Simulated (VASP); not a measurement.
Output of a VASP run:

File OSZICAR:
```
       N       E                     dE             d eps       ncg     rms          rms(c)
DAV:   1     0.778040973235E+03    0.77804E+03   -0.26943E+04  2196   0.309E+03
DAV:   2     0.937539665603E+02   -0.68429E+03   -0.66911E+03  1932   0.785E+02
DAV:   3    -0.352470528662E+02   -0.12900E+03   -0.12494E+03  2228   0.222E+02
DAV:   4    -0.424502285254E+02   -0.72032E+01   -0.70951E+01  2488   0.626E+01
DAV:   5    -0.427049067002E+02   -0.25468E+00   -0.25289E+00  2628   0.126E+01    0.416E+01
DAV:   6    -0.407187183530E+02    0.19862E+01   -0.68645E+00  2800   0.199E+01    0.250E+01
DAV:   7    -0.406693755510E+02    0.49343E-01   -0.20582E+00  2512   0.996E+00    0.769E+00
DAV:   8    -0.405956068456E+02    0.73769E-01   -0.11720E+00  2530   0.894E+00    0.170E+00
DAV:   9    -0.405590326700E+02    0.36574E-01   -0.31573E-01  2692   0.671E+00    0.588E-01
DAV:  10    -0.405573139982E+02    0.17187E-02   -0.28316E-02  2586   0.211E+00    0.417E-01
DAV:  11    -0.405576349403E+02   -0.32094E-03   -0.70968E-03  2480   0.127E+00    0.183E-01
DAV:  12    -0.405575284286E+02    0.10651E-03   -0.13818E-03  2512   0.930E-01    0.550E-02
DAV:  13    -0.405575595252E+02   -0.31097E-04   -0.55347E-04  2616   0.267E-01    0.292E-02
DAV:  14    -0.405575647060E+02   -0.51808E-05   -0.92894E-05  2472   0.139E-01    0.927E-03
DAV:  15    -0.405575652339E+02   -0.52784E-06   -0.18854E-05  2348   0.881E-02    0.968E-03
DAV:  16    -0.405575661928E+02   -0.95894E-06   -0.83084E-06  2264   0.283E-02
   1 F= -.40557566E+02 E0= -.40498841E+02  d E =-.117451E+00
```

**OUTCAR**
```
------------------------ aborting loop because EDIFF is reached ----------------------------------------
  FORCE on cell =-STRESS in cart. coord.  units (eV):
  Direction    XX          YY          ZZ          XY          YZ          ZX
  --------------------------------------------------------------------------------------
  Total       -1.2453474     -1.7188660     -3.8434628      0.0000000      0.0000000      0.0000000
  in kB      -18.4432964    -25.4559933    -56.9207622      0.0000000      0.0000000      0.0000000
  external PRESSURE =     -33.6066840 kB  Pullay stress =       0.0000000 kB
  volume of cell :      108.18
      direct lattice vectors                 reciprocal lattice vectors
     3.750800000  0.000000000  0.000000000     0.266609790  0.000000000  0.000000000
     0.000000000  1.905720000  7.567450000     0.000000000  0.262368029  0.066072455
     0.000000000 -1.905720000  7.567450000     0.000000000 -0.262368029  0.066072455
 POSITION                                       TOTAL-FORCE (eV/Angst)
 -----------------------------------------------------------------------------------
      0.00000      0.00000     13.53529         0.000000      0.000000      0.028623
      1.87540      0.00000      1.59582         0.000000      0.000000     -0.093060
      0.00000      0.00000      8.41107         0.000000      0.000000      0.233349
      1.87540      0.00000      6.69417         0.000000      0.000000     -0.211050
      0.00000      0.00000      3.81475         0.000000      0.000000     -0.034044
      1.87540      0.00000     11.35360         0.000000      0.000000      0.076183
 -----------------------------------------------------------------------------------
    total drift:                                0.000000      0.000000     -0.000048
  FREE ENERGIE OF THE ION-ELECTRON SYSTEM (eV)
  ---------------------------------------------------
  free  energy   TOTEN  =       -40.5575661928 eV

  energy  without entropy=      -40.4401151978  energy(sigma->0) =      -40.49884070
```
(Selected blocks of OUTCAR.)

POSCAR:
```
HfScGe4
1
    3.7508000000     0.0000000000     0.0000000000
    0.0000000000     1.9057200000     7.5674500000
    0.0000000000    -1.9057200000     7.5674500000
Hf Sc Ge
1 1 4
Direct
  0.0000000000   0.8943100000   0.8943100000
  0.5000000000   0.1054400000   0.1054400000
  0.0000000000   0.5557400000   0.5557400000
  0.5000000000   0.4423000000   0.4423000000
  0.0000000000   0.2520500000   0.2520500000
  0.5000000000   0.7501600000   0.7501600000
```

### Question
Reconstruct the remaining input files.

### Answer
This is not unique; one that fits is the input of the run itself, PBEsol GGA, plane waves, VASP's PBE PAW potentials (set 64).

INCAR:
```
# general
SYSTEM  = HfScGe4
PREC    = Accurate
ENCUT   = 300
LREAL   = .FALSE.   # projection in real space or not
LASPH   = .TRUE.   # aspherical one-centre terms

# electronic loop
EDIFF   = 1E-6   # SCF stop (eV)
NELM    = 100   # most electronic steps
ALGO    = Normal
LMAXMIX = 6   # l cut-off of mixed one-centre charges

# smearing
ISMEAR  = -1   # Fermi-Dirac
SIGMA   = 0.136

# functional
GGA     = PS   # PBEsol

# ions
ISIF    = 2   # forces and stress, cell fixed

# output
LWAVE   = .FALSE.
LCHARG  = .FALSE.
```

File KPOINTS:
```
Automatic mesh
0
Gamma
4 4 4
0 0 0
```

POTCAR, in this order: Hf_pv Sc_sv Ge_d (PBE.64 set). Program: vasp_std.

At this cut-off the stress carries a Pulay error, which pulls relaxed volumes low.

The structure comes from a computed database's HfScGe4 entry (Amm2); how it stands against other phases isn't given here. The cell was not relaxed at this level. The k-mesh is coarse (spacing up to 0.42 per Å, 2π included), so the numbers may not be converged in it. The electron count is odd and the run is not spin-polarised, which forces a metal.
